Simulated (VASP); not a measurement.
Set up this calculation in VASP 6.6.1, as the native input.

```yaml
Task: density of states
Functional: PBE
Potentials_or_basis: VASP PAW PBE potentials, release 64 (Ta_pv, Sn_d)
Cutoff: 520 eV
k_mesh: 10 × 10 × 6
Occupations: gaussian, width 0.1 eV
Spin: no spin polarisation
k_mesh_for_the_DOS: 15 × 15 × 9
Occupations_for_the_DOS: tetrahedron
Further_INCAR_settings: ALGO = Fast; EDIFF = 1e-06; NBANDS = 33
```

Crystal: TaSn.

```xyz
4
Lattice="3.6485 0.0000 0.0000 0.0000 3.6485 0.0000 0.0000 0.0000 6.0875" Properties=species:S:1:pos:R:3 pbc="T T T"
Ta    1.8242    0.0000    5.3734
Ta    0.0000    1.8242    0.7141
Sn    1.8242    0.0000    2.2007
Sn    0.0000    1.8242    3.8868
```

The cell was built by a generator and needn't be a form met in nature.

These files were run (other wordings do the same):

POSCAR

```
TaSn
1.0
    3.6484800000      0.0000000000      0.0000000000
    0.0000000000      3.6484800000      0.0000000000
    0.0000000000      0.0000000000      6.0875100000
Ta Sn
2 2
Direct
    0.5000000000      0.0000000000      0.8826890000
    0.0000000000      0.5000000000      0.1173110000
    0.5000000000      0.0000000000      0.3615170000
    0.0000000000      0.5000000000      0.6384830000
```

INCAR.step1

```
SYSTEM = TaSn
PREC     = Accurate       ! precision mode
ENCUT    = 520            ! plane-wave cutoff, eV
EDIFF    = 1E-6           ! SCF threshold, eV
ISMEAR   = 0              ! smearing method
SIGMA    = 0.1            ! smearing width, eV
LREAL    = .False.        ! projectors in reciprocal space
LASPH    = .True.         ! aspherical terms in the spheres
NELM     = 100            ! most SCF steps
ALGO     = Fast           ! electronic algorithm
ISIF     = 2              ! what is computed and relaxed
LWAVE    = .False.        ! write WAVECAR
LCHARG   = .True.         ! write CHGCAR
LMAXMIX  = 4              ! l up to which the mixer works
GGA      = PE             ! functional
NBANDS   = 33             ! bands
KPAR     = 4
```

KPOINTS.step1

```
Automatic mesh
0
Gamma
  10 10 6
  0 0 0
```

INCAR.step2

```
SYSTEM = TaSn
PREC     = Accurate       ! precision mode
ENCUT    = 520            ! plane-wave cutoff, eV
EDIFF    = 1E-6           ! SCF threshold, eV
ISMEAR   = -5             ! smearing method
SIGMA    = 0.1            ! smearing width, eV
LREAL    = .False.        ! projectors in reciprocal space
LASPH    = .True.         ! aspherical terms in the spheres
NELM     = 100            ! most SCF steps
ALGO     = Fast           ! electronic algorithm
ISIF     = 2              ! what is computed and relaxed
LWAVE    = .False.        ! write WAVECAR
LCHARG   = .False.        ! write CHGCAR
LMAXMIX  = 4              ! l up to which the mixer works
GGA      = PE             ! functional
LORBIT   = 11             ! projections on sites
NBANDS   = 33             ! bands
KPAR     = 4            
NEDOS    = 2001           ! points of the DOS
ICHARG   = 11             ! starting density
```

KPOINTS.step2

```
Automatic mesh
0
Gamma
  15 15 9
  0 0 0
```

Potentials or basis: VASP PAW PBE potentials, release 64 (Ta_pv, Sn_d).

Launch:

```bash
$ cat potpaw_PBE.64/Ta_pv/POTCAR potpaw_PBE.64/Sn_d/POTCAR > POTCAR
$ cp INCAR.step1 INCAR
$ cp KPOINTS.step1 KPOINTS
$ mpirun -np 4 vasp_std > vasp.out
$ cp INCAR.step2 INCAR
$ cp KPOINTS.step2 KPOINTS
$ mpirun -np 4 vasp_std > vasp.out
```

Results of the run:

The valence electrons inside the program's atomic spheres are Ta 8.78; Sn 12.43.

Run time: 120 s on 4 MPI ranks on Intel(R) Xeon(R) Platinum 8375C CPU @ 2.90GHz (Ice Lake) (shared host), peak memory 0.48 GiB a rank.
